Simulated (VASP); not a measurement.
Molecule: AlSH3, in a box.

```xyz
5
Lattice="13.0000 0.0000 0.0000 0.0000 11.0000 0.0000 0.0000 0.0000 12.0000" Properties=species:S:1:pos:R:3 pbc="T T T"
Al    5.9079    5.4338    6.0822
S     7.6531    5.1550    7.3605
H     4.5423    4.8480    6.6150
H     6.0829    6.1940    4.7075
H     8.4837    5.7858    6.5129
```

Program: VASP 6.6.1. Alike in all runs: task single point; no spin polarisation; cell as given; k mesh 1 × 1 × 1; smearing gaussian 0.01 eV.

Q: Order these runs on this cell by their band gap on the k mesh, lowest first.
A. level LDA; potentials or basis VASP PAW LDA potentials, release 64 (Al, S, H_s); cutoff (eV) 400
B. level r2SCAN+D3(BJ); potentials or basis VASP PAW PBE potentials, release 64 (Al, S, H_s); cutoff (eV) 400
C. level revPBE; potentials or basis VASP PAW PBE potentials, release 64 (Al, S, H); cutoff (eV) 520

A: A (4.43 eV), C (4.58 eV), B (5.11 eV).

Runs at the PBE level aren't shown here.
